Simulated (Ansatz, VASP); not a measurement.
**OsC6 in VASP and in Ansatz**

```
Os C
1.0
     0.00000    3.20146    3.20146
     3.20146    0.00000    3.20146
     3.20146    3.20146    0.00000
Os C
1 6
Direct
  0.00000 0.00000 0.00000
  0.32224 0.67776 0.67776
  0.67776 0.32224 0.32224
  0.67776 0.32224 0.67776
  0.32224 0.67776 0.32224
  0.67776 0.67776 0.32224
  0.32224 0.32224 0.67776
```

Alike in both runs: functional PBE; k mesh 4 × 4 × 4; occupations gaussian, width 0.1 eV; no spin polarisation.

Ansatz relaxed the structure, and its values are those at the end. VASP's run is a single point on that final structure, the one shown.

|  | VASP | Ansatz |
| --- | --- | --- |
| version | VASP 6.6.1 | Ansatz 0.2.0 |
| potentials or method | VASP PAW PBE potentials, release 64 (Os, C) | scalar-relativistic, plane waves, PAW |
| plane-wave cutoff (eV) | 520 | 420 |
| valence electrons in the cell | 32 | 40 |

Ansatz gave:

| Property | Result |
| --- | --- |
| gap on the k mesh at the Fermi level (eV) | 0.92 |
| least direct gap on the mesh (eV) | 0.92 |
| pressure (GPa) | 0.0 |
| rms of the force components (eV/Å) | 0.000 |

Question: Estimate VASP's values.

Answer: gap on the k mesh at the Fermi level (eV): 0.95; least direct gap on the mesh (eV): 0.95; pressure (GPa): 1.0; rms of the force components (eV/Å): 0.016.

The two sets of potentials don't hold the same shells in valence.

Caveats: the k mesh is coarse (spacing up to 0.42 Å⁻¹), so the values aren't converged; spin-orbit coupling is left out, which moves the levels of the heavy elements. A k mesh can miss the band edges.
